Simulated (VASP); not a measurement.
An input for Ansatz (written as the equivalent of a VASP run, and not itself run):

Ansatz 0.2 input:
```yaml
crystal:
  lattice:
    - [4.8547274, -2.5282478, 0.0036038]
    - [4.8547274, 2.5282478, 0.0036038]
    - [3.5349657, 0.0000000, 4.1790490]
  atoms:
    - { symbol: Cr, position: [0.8479894, 0.8479894, 0.8479894], spin: -3 }
    - { symbol: Cr, position: [0.3479894, 0.3479894, 0.3479894], spin: -3 }
    - { symbol: Cr, position: [0.1520106, 0.1520106, 0.1520106], spin: 3 }
    - { symbol: Cr, position: [0.6520106, 0.6520106, 0.6520106], spin: 3 }
    - { symbol: O, position: [0.4467747, 0.0532253, 0.7500000] }
    - { symbol: O, position: [0.0532253, 0.7500000, 0.4467747] }
    - { symbol: O, position: [0.5532253, 0.9467747, 0.2500000] }
    - { symbol: O, position: [0.2500000, 0.5532253, 0.9467747] }
    - { symbol: O, position: [0.9467747, 0.2500000, 0.5532253] }
    - { symbol: O, position: [0.7500000, 0.4467747, 0.0532253] }
kpoints:
  mp_grid: { grid: [5, 5, 5] }
hamiltonian:
  xc: pbe
  pseudopotentials: { kind: paw }
  hubbard:
    sites:
      - { species: Cr, l: d, u_eff: 3.7 }
magnetization: { spin_polarized: true }
scf:
  occupations: { method: gaussian, width: 0.05 }
  max_iter: 100
relax:
  max_steps: 60
  f_tol: 0.02
  cell: {}
output: { forces: true, stress: true, eigenvalues: true }
```

Write the VASP files for the same calculation (PBE+U).

One answer among several that fit: 
INCAR:
```
# general
SYSTEM     =  Cr2O3
PREC       =  Accurate
ENCUT      =  520   # plane-wave cut-off (eV)
LREAL      =  .False.   # projection in real space or not
LASPH      =  .True.   # aspherical one-centre terms

# electronic loop
EDIFF      =  1E-6   # SCF stop (eV)
NELM       =  100   # most electronic steps
ALGO       =  Normal
LMAXMIX    =  4   # l cut-off of mixed one-centre charges

# smearing
ISMEAR     =  0
SIGMA      =  0.05   # width (eV)

# functional
GGA        =  PE   # PBE

# spin
ISPIN      =  2   # spin-polarised
MAGMOM     =  2*-3.0 2*3.0 6*0.0

# DFT+U
LDAU       =  .True.
LDAUTYPE   =  2
LDAUL      =  2 -1
LDAUU      =  3.7 0
LDAUJ      =  0 0
LDAUPRINT  =  1

# ions
IBRION     =  2   # conjugate gradients
NSW        =  60
ISIF       =  3   # ions, shape and volume
EDIFFG     =  -0.02   # ionic stop

# output
LWAVE      =  .False.
LCHARG     =  .False.
LORBIT     =  10
```

**POSCAR**
```
Cr2O3
1
    4.8547273979    -2.5282478335     0.0036038418
    4.8547273979     2.5282478335     0.0036038418
    3.5349657247     0.0000000000     4.1790489852
Cr O
4 6
Direct
  0.8479893766   0.8479893766   0.8479893766
  0.3479893766   0.3479893766   0.3479893766
  0.1520106234   0.1520106234   0.1520106234
  0.6520106234   0.6520106234   0.6520106234
  0.4467746700   0.0532253300   0.7500000000
  0.0532253300   0.7500000000   0.4467746700
  0.5532253300   0.9467746700   0.2500000000
  0.2500000000   0.5532253300   0.9467746700
  0.9467746700   0.2500000000   0.5532253300
  0.7500000000   0.4467746700   0.0532253300
```

### KPOINTS
```
Automatic mesh
0
Gamma
5 5 5
0 0 0
```

POTCAR, in this order: Cr_pv O (PBE.64 set). Program: vasp_std.

Limits of the translation: each code has its own PAW files, so the cut-off isn't converted (ENCUT is set for VASP's; basis.ecutwfc is left out, and Ansatz then takes the one that its files recommend); Ansatz stops its SCF on the density residual and VASP on the energy change (EDIFF); the +U projectors differ, so the same U acts differently.

The compound is Cr2O3 in the corundum structure. This run relaxes it. Symmetry was kept, so distortions that lower it aren't found. The start is the result of an earlier pass.
